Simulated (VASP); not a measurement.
Input of a VASP 6.6.1 run:

INCAR

```
PREC = Accurate ; ENCUT = 520
EDIFF = 1E-7 ; ISMEAR = 0
SIGMA = 0.02 ; LREAL = False
LASPH = True ; NELM = 80
ALGO = Fast ; ISIF = 2
LWAVE = False ; LCHARG = False
GGA = PE ; IBRION = 2
NSW = 80 ; EDIFFG = -0.002
KPAR = 4
```

KPOINTS

```
Automatic mesh
0
Gamma
  12 12 6
```

The input POSCAR:

```
ZnO
1.0
    3.2493080000      0.0000000000      0.0000000000
   -1.6246540000      2.8139832700      0.0000000000
    0.0000000000      0.0000000000      5.2057090000
Zn O
2 2
Direct
    0.3333333300      0.6666666700      0.5000000000
    0.6666666700      0.3333333300      0.0000000000
    0.6666666700      0.3333333300      0.3790100000
    0.3333333300      0.6666666700      0.8790100000
```

Potentials or basis: VASP PAW PBE potentials, release 64 (Zn, O).

Command:

```bash
$ cat potpaw_PBE.64/Zn/POTCAR potpaw_PBE.64/O/POTCAR > POTCAR
$ mpirun -np 4 vasp_std > vasp.out
```

(1) Predict the band gap on the k mesh.

(2) Predict the energy gained by relaxing.

Answers

(1) 0.79 eV, direct.

(2) 0.2 meV/atom.

**Experimental background.**

“Electronic structure of alkaline earth and post-transition metal oxides”, 2009, arxiv:0908.1581 quotes, for a bulk crystal of ZnO: band gap 3.37 eV.

A measured gap of ZnO is 3.37 eV (quoted in “Electronic structure of alkaline earth and post-transition metal oxides”, 2009, arxiv:0908.1581); the calculated 0.79 eV misses it by -2.58 eV. So large a miss can be the level of theory's own, or it may mean another phase, state or a wrong row. The value is that of PBE, without temperature or zero-point motion. Semilocal functionals fall short of measured gaps as a rule.
